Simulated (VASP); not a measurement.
```xyz
1
Lattice="-2.1104 2.1104 2.1104 2.1104 -2.1104 2.1104 2.1104 2.1104 -2.1104" Properties=species:S:1:pos:R:3 pbc="T T T"
Na     0.0000     0.0000     0.0000
```

Method: TPSS meta-GGA, VASP's PBE PAW potentials (set 64) (plane waves; VASP). Settings: 520 eV cut-off, 14×14×14 Γ-centred mesh, tetrahedra with Blöchl corrections, potentials Na_pv.

Q: What does the run give for the energy per atom (σ→0), band gap (over mesh and band path) with the smallest direct gap where there is one?

A: 
```json
{
  "band gap (over mesh and band path)": "none (metal, semimetal or under 0.01 eV)",
  "energy per atom (σ→0)": "-4762 meV/atom"
}
```

The absolute energy has meaning only against runs of the same code, potentials and settings.

The compound is Na in the bcc structure. It was relaxed first.
